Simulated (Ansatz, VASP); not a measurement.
# Cross-check of Ca3PbO between VASP and Ansatz, part 2 of 2

Aim: how closely do two programs agree when they are given the same cell, functional and k mesh? The cell is taken from a series of runs on this material, whose earlier steps may have relaxed, scaled, displaced or heated it; both programs get it as it stands.

VASP 6.6.1 and Ansatz 0.2.0.

So far: The structure; Ansatz: relaxation of cell and atoms, PBEsol.

### Step 3. VASP: relaxation of cell and atoms, PBEsol

Level of this step: PBEsol; plane waves and PAW (Ca_sv, Pb_d, O) (VASP).

The same cell, functional, mesh and smearing now go to VASP, with its own data sets.

Lines of VASP's logs that name or quote its potential files are left out, and so is its time.

Contents of INCAR:

```
SYSTEM = Ca3PbO
PREC = Accurate
ENCUT = 600
EDIFF = 1E-07
NELM = 120
ISMEAR = 1
SIGMA = 0.2
LREAL = .FALSE.
ALGO = Normal
GGA = PS
NBANDS = 31
LORBIT = 11
LWAVE = .FALSE.
LCHARG = .FALSE.
ISIF = 3
IBRION = 2
NSW = 80
EDIFFG = -0.005
LASPH = .TRUE.
GGA_COMPAT = .FALSE.
NELMIN = 4
KPAR = 2
```

Contents of POSCAR:

```
Ca3PbO
1.0
    4.8004350000      0.0000000000      0.0000000000
    0.0000000000      4.8004350000      0.0000000000
    0.0000000000      0.0000000000      4.8004350000
Ca Pb O
3 1 1
Direct
    0.0000000000      0.4999998958      0.4999998958
    0.4999998958      0.0000000000      0.4999998958
    0.4999998958      0.4999998958      0.0000000000
    0.0000000000      0.0000000000      0.0000000000
    0.4999998958      0.4999998958      0.4999998958
```

Contents of KPOINTS:

```
Automatic mesh
0
Gamma
8 8 8
0 0 0
```

Potentials, in the order of the species: Ca_sv, Pb_d and O (PBE family, release 64).

Launch:

```
> mpirun -np 2 vasp_std
```

Numbers of over 12 decimals in the logs are rounded to 6 here.

Log:

```text
[banner, memory and clock lines left out]
running    2 mpi-ranks, on    1 nodes
 distrk:  each k-point on    1 cores,    2 groups
 distr:  one band on    1 cores,    1 groups

 POSCAR found type information on POSCAR CaPbO
 POSCAR found :  3 types and       5 ions
|                                                                             |
|               ----> ADVICE to this user running VASP <----                  |
|                                                                             |
|     You enforced a specific xc type in the INCAR file but a different       |
|     [... a line on the potential file left out ...]
|     I HOPE YOU KNOW WHAT YOU ARE DOING!                                     |
|                                                                             |

 LDA part: xc-table for (Slater+PW92), standard interpolation
 POSCAR, INCAR and KPOINTS ok, starting setup
 FFT: planning ... GRIDC
 FFT: planning ... GRID_SOFT
 FFT: planning ... GRID
 WAVECAR not read
 entering main loop
       N       E                     dE             d eps       ncg     rms          rms(c)
DAV:   1     0.624023778641E+03    0.62402E+03   -0.26930E+04  2170   0.188E+03
DAV:   2     0.366175074579E+02   -0.58741E+03   -0.57297E+03  2233   0.522E+02
DAV:   3    -0.221535915563E+02   -0.58771E+02   -0.58132E+02  3525   0.154E+02
DAV:   4    -0.255575666050E+02   -0.34040E+01   -0.33833E+01  3174   0.331E+01
DAV:   5    -0.258302297674E+02   -0.27266E+00   -0.27242E+00  3744   0.787E+00    0.975E+00
DAV:   6    -0.238442121099E+02    0.19860E+01   -0.12184E+01  3023   0.167E+01    0.467E+00
DAV:   7    -0.237928959734E+02    0.51316E-01   -0.12764E+00  2854   0.598E+00    0.253E+00
DAV:   8    -0.237523395038E+02    0.40556E-01   -0.22825E-01  2707   0.318E+00    0.612E-01
DAV:   9    -0.237466047212E+02    0.57348E-02   -0.73732E-02  3378   0.117E+00    0.243E-01
DAV:  10    -0.237467551056E+02   -0.15038E-03   -0.10981E-02  2747   0.508E-01    0.662E-02
DAV:  11    -0.237471405206E+02   -0.38541E-03   -0.19456E-03  2899   0.229E-01    0.108E-01
DAV:  12    -0.237469054104E+02    0.23511E-03   -0.13953E-03  2679   0.144E-01    0.464E-03
DAV:  13    -0.237469140377E+02   -0.86273E-05   -0.86473E-05  2965   0.465E-02    0.219E-03
DAV:  14    -0.237469143610E+02   -0.32331E-06   -0.32936E-06  3413   0.906E-03    0.156E-03
DAV:  15    -0.237469143340E+02    0.26957E-07   -0.26620E-07  2320   0.290E-03
   1 F= -.23746914E+02 E0= -.23747129E+02  d E =-.237469E+02
 curvature:   0.00 expect dE= 0.000E+00 dE for cont linesearch  0.000E+00
 trial: gam= 0.00000 g(F)=  0.000E+00 g(S)=  0.356E-03 ort = 0.000E+00 (trialstep = 0.100E+01)
 search vector abs. value=  0.356E-03
 bond charge predicted
       N       E                     dE             d eps       ncg     rms          rms(c)
DAV:   1    -0.237512502891E+02   -0.43359E-02   -0.12927E-01  2457   0.367E+00    0.367E-01
DAV:   2    -0.237478861579E+02    0.33641E-02   -0.11665E-02  3144   0.942E-01    0.181E-01
DAV:   3    -0.237470295810E+02    0.85658E-03   -0.25736E-03  3308   0.463E-01    0.327E-02
DAV:   4    -0.237470465662E+02   -0.16985E-04   -0.58964E-04  3544   0.110E-01    0.228E-02
DAV:   5    -0.237470535938E+02   -0.70276E-05   -0.27042E-05  3232   0.314E-02    0.158E-02
DAV:   6    -0.237470626576E+02   -0.90638E-05   -0.21621E-05  3792   0.184E-02    0.692E-03
DAV:   7    -0.237470619641E+02    0.69345E-06   -0.34123E-06  3938   0.901E-03    0.225E-03
DAV:   8    -0.237470610245E+02    0.93966E-06   -0.86430E-07  2472   0.426E-03    0.804E-04
DAV:   9    -0.237470610464E+02   -0.21934E-07   -0.11431E-07  1793   0.209E-03
   2 F= -.23747061E+02 E0= -.23747275E+02  d E =-.146712E-03
 trial-energy change:   -0.000147  1 .order   -0.000149   -0.000356    0.000058
 step:   0.8559(harm=  0.8598)  dis= 0.00000  next Energy=   -23.747065 (dE=-0.151E-03)
 reached required accuracy - stopping structural energy minimisation
```

OUTCAR, selected parts (step 3):

```text
ion  position               nearest neighbor table
   1  0.000  0.500  0.500-   5 2.40   5 2.40   4 3.39   4 3.39   4 3.39   4 3.39
   2  0.500  0.000  0.500-   5 2.40   5 2.40   4 3.39   4 3.39   4 3.39   4 3.39
   3  0.500  0.500  0.000-   5 2.40   5 2.40   4 3.39   4 3.39   4 3.39   4 3.39
   4  0.000  0.000  0.000-   1 3.39   2 3.39   3 3.39   1 3.39   2 3.39   1 3.39   3 3.39   2 3.39
                             3 3.39   1 3.39   2 3.39   3 3.39
   5  0.500  0.500  0.500-   1 2.40   2 2.40   3 2.40   1 2.40   2 2.40   3 2.40

  LATTYP: Found a simple cubic cell.
 ALAT       =     4.8004350000

 Subroutine GETGRP returns: Found 48 space group operations
 (whereof 48 operations were pure point group operations)

The static configuration has the point symmetry O_h .

 Found     35 irreducible k-points:

   k-points           NKPTS =     35   k-points in BZ     NKDIM =     35   number of bands    NBANDS=     31

   dimension x,y,z NGX =    40 NGY =   40 NGZ =   40
   dimension x,y,z NGXF=    80 NGYF=   80 NGZF=   80

   ENCUT  =  600.0 eV  44.10 Ry    6.64 a.u.   9.59  9.59  9.59*2*pi/ulx,y,z

   NELECT =      50.0000    total number of electrons

 k-points in reciprocal lattice and weights: Automatic mesh
   0.00000000  0.00000000  0.00000000       0.002
   0.12500000  0.00000000  0.00000000       0.012
   0.25000000  0.00000000  0.00000000       0.012
   0.37500000  0.00000000  0.00000000       0.012
   0.50000000  0.00000000  0.00000000       0.006
   0.12500000  0.12500000  0.00000000       0.023
   0.25000000  0.12500000  0.00000000       0.047
   0.37500000  0.12500000  0.00000000       0.047
   0.50000000  0.12500000  0.00000000       0.023
[...]
0.50000000  0.50000000  0.37500000       0.012
   0.50000000  0.50000000  0.50000000       0.002

 average (electrostatic) potential at core
       1 -44.5793       2 -44.5793       3 -44.5793       4 -91.1393       5 -70.7517

 E-fermi :   5.3262

 k-point     1 :       0.0000    0.0000    0.0000
  band No.  band energies     occupation
    ...
     20       1.1030      2.00000
     21       1.1030      2.00000
     22       1.1030      2.00000
     23       5.2854      1.33781
     24       5.2854      1.33781
     25       5.4360      0.20862
     26       5.4360      0.20862
     27       5.4360      0.20862
     28       6.0102     -0.00001
     29       6.0102     -0.00001
    ...

 k-point     2 :       0.1250    0.0000    0.0000
  band No.  band energies     occupation
    ...
     21       1.0870      2.00000
     22       1.0870      2.00000
     23       4.2157      2.00000
     24       5.1161      2.05926
     25       5.1161      2.05926
     26       5.4005      0.41728
     27       5.8761     -0.00071
     28       6.0544     -0.00000
     29       6.4341     -0.00000
     30       6.4341     -0.00000
    ...

 k-point     3 :       0.2500    0.0000    0.0000
  band No.  band energies     occupation
    ...
     21       1.0491      2.00000
     22       1.0491      2.00000
     23       3.0795      2.00000
     24       4.7384      2.00026
     25       4.7384      2.00026
     26       5.7226     -0.01694
     27       6.1736     -0.00000
     28       6.2874     -0.00000
     29       7.1146     -0.00000
     30       7.1146     -0.00000
    ...

  Total       -0.0180751     -0.0180751     -0.0180751      0.0000000      0.0000000      0.0000000
  in kB       -0.2609496     -0.2609496     -0.2609496      0.0000000      0.0000000      0.0000000
  external PRESSURE =      -0.2609496 kB  Pullay stress =       0.0000000 kB

  energy-cutoff  :      600.00
  volume of cell :      110.98
      direct lattice vectors                 reciprocal lattice vectors
     4.805570450  0.000000000 -0.000000000     0.208091841 -0.000000000 -0.000000000
     0.000000000  4.805570450  0.000000000    -0.000000000  0.208091841 -0.000000000
     0.000000000  0.000000000  4.805570450     0.000000000 -0.000000000  0.208091841

 POSITION                                       TOTAL-FORCE (eV/Angst)
 -----------------------------------------------------------------------------------
      0.00000      2.40278      2.40278         0.000000      0.000000      0.000000
      2.40278      0.00000      2.40278         0.000000      0.000000      0.000000
      2.40278      2.40278     -0.00000        -0.000000     -0.000000      0.000000
      0.00000      0.00000      0.00000        -0.000000     -0.000000      0.000000
      2.40278      2.40278      2.40278         0.000000      0.000000      0.000000
 -----------------------------------------------------------------------------------
    total drift:                                0.001472      0.001472      0.001472

  FREE ENERGIE OF THE ION-ELECTRON SYSTEM (eV)
  ---------------------------------------------------
  free  energy   TOTEN  =       -23.7470610464 eV

  energy  without entropy=      -23.7477025630  energy(sigma->0) =      -23.74727489

 reached required accuracy - stopping structural energy minimisation

 total charge
# of ion       s       p       d       tot
------------------------------------------
    1        2.050   5.853   0.285   8.188
    2        2.050   5.853   0.285   8.188
    3        2.050   5.853   0.285   8.188
    4        1.221   1.205   9.755  12.181
    5        1.545   3.420   0.000   4.965
--------------------------------------------------
tot          8.915  22.185  10.611  41.711

[... 3 further parts left out ...]
```

CONTCAR:

```
Ca3PbO
   1.00000000000000
     4.8055704503199772    0.0000000000000000   -0.0000000000000000
     0.0000000000000000    4.8055704503199772    0.0000000000000000
     0.0000000000000000    0.0000000000000000    4.8055704503199772
  Ca              Pb              O
     3     1     1
Direct
     0.0000000000000000    0.4999998958000020    0.4999998958000020
     0.4999998958000020    0.0000000000000000    0.4999998958000020
     0.4999998958000020    0.4999998958000020    0.0000000000000000
     0.0000000000000000    0.0000000000000000    0.0000000000000000
     0.4999998958000020    0.4999998958000020    0.4999998958000020
```

The run keeps the 48 symmetry operations of its start, so it cannot find a distortion of lower symmetry.

### Step 4. Comparison

Known differences besides the potentials themselves: the cutoff is 420 eV in Ansatz and 600 eV in VASP; Ansatz makes its cores anew for this functional, VASP keeps those of its PBE data sets; Ansatz adds a Pulay correction to the stress that steers its cell, VASP none. Total energies have different zeros and are not compared.

The two programs side by side:

```csv
quantity,Ansatz,VASP,difference
volume (Å³),110.53,110.98,-0.40 %
"edge a after relaxation, in the typed setting (Å)",4.799,4.806,-0.14 %
```

### Step 5. What came out

```json
{
  "difference in volume (relaxation of cell and atoms, PBEsol)": "-0.40 %"
}
```

What this shows: The difference in volume is -0.40 % (relaxation of cell and atoms, PBEsol), within the 1.2 % picked in this series as the mark of a large difference, as far as the stopping tolerances let one tell. 1 further run of this series is not shown here. How closely two codes agree says nothing of how well the functional describes the real material.

[Lines on the potential files, build, host, timing and source positions are cut from VASP's logs without a mark.]

[Logs are printed without paths, hosts, clocks, repeated set-up lines and the standing remarks that a program may print on its own settings, such as how far it seeks lower states.]

[Hosts, paths, dates, database ids (printed as entryN), source tags and the programs' standing remarks are cut or masked in the printed files.]
